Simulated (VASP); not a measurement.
Calculation: r2SCAN meta-GGA, VASP's PBE PAW potentials (set 64) (plane waves; VASP 6.6.1).

VASP ran on this input.

KPOINTS_OPT:
```
k-points along high-symmetry lines
8
Line-mode
Reciprocal
  0.000000   0.000000   0.000000 ! GAMMA
 -0.500000  -0.500000  -0.500000 ! T

 -0.500000  -0.500000  -0.500000 ! T
 -0.500000  -0.181490  -0.818510 ! H_2

 -0.181490   0.181490  -0.500000 ! H_0
  0.000000   0.000000  -0.500000 ! L

  0.000000   0.000000  -0.500000 ! L
  0.000000   0.000000   0.000000 ! GAMMA

  0.000000   0.000000   0.000000 ! GAMMA
  0.000000   0.340745  -0.340745 ! S_0

 -0.340745   0.000000  -0.659255 ! S_2
 -0.500000   0.000000  -0.500000 ! F

 -0.500000   0.000000  -0.500000 ! F
  0.000000   0.000000   0.000000 ! GAMMA
```

File KPOINTS:
```
Automatic mesh
0
Gamma
9 9 9
0 0 0
```

### POSCAR
```
SnO2
9.8709690
  0.1558462838   0.0899778975   0.5000000207
 -0.1558462838   0.0899778975   0.5000000207
  0.0000000000  -0.1799557950   0.5000000207
Sn O
1 2
Cartesian
  0.0000000000  -0.0000000000   1.4998943398
 -0.0000000000  -0.0000000000   1.1224477722
 -0.0000000000  -0.0000000000   0.8776080330
```

INCAR:
```
! general
SYSTEM   =  SnO2
PREC     =  Accurate
ENCUT    =  520
LREAL    =  F
LASPH    =  T

! electronic loop
EDIFF    =  1E-7
NELM     =  100
ALGO     =  Normal
LMAXMIX  =  4
LMIXTAU  =  T

! smearing
ISMEAR   =  -5

! functional
METAGGA  =  R2SCAN

! ions
ISIF     =  2

! output
LWAVE    =  F
LCHARG   =  F
LORBIT   =  11
NEDOS    =  601

! other
LEFG     =  T
```

POTCAR, in this order: Sn_d O (PBE.64 set). Program: vasp_std.

Unless said otherwise, spin-orbit coupling is left out, though it shifts the bands of the heavy elements here.

### Question
What does the run give for the energy per atom (σ→0), band gap (over mesh and band path)?

### Answer

| Property | Value |
|---|---|
| energy per atom (σ→0) | -13.319 eV/atom |
| band gap (over mesh and band path) | 0.32 eV |

### OSZICAR
```
...
DAV:  17    -0.399558403523E+02   -0.21502E-03   -0.61602E-05  2988   0.859E-02    0.223E-03
DAV:  18    -0.399558504836E+02   -0.10131E-04   -0.32214E-06  3880   0.206E-02    0.119E-03
DAV:  19    -0.399558486622E+02    0.18214E-05   -0.27358E-07  2919   0.642E-03    0.770E-04
DAV:  20    -0.399558522549E+02   -0.35927E-05   -0.10122E-06  3014   0.114E-02    0.474E-04
DAV:  21    -0.399558524893E+02   -0.23437E-06   -0.12540E-07  3136   0.390E-03    0.149E-04
DAV:  22    -0.399558525017E+02   -0.12487E-07   -0.10108E-08  1498   0.169E-03
   1 F= -.39955853E+02 E0= -.39955853E+02  d E =0.000000E+00
       N       E                     dE             ncg
```

The structure was generated: SnO2 was put into the 3R-MoS2 type (R3m), which need not be its known phase. It was relaxed first, which changed the volume by +26 %.
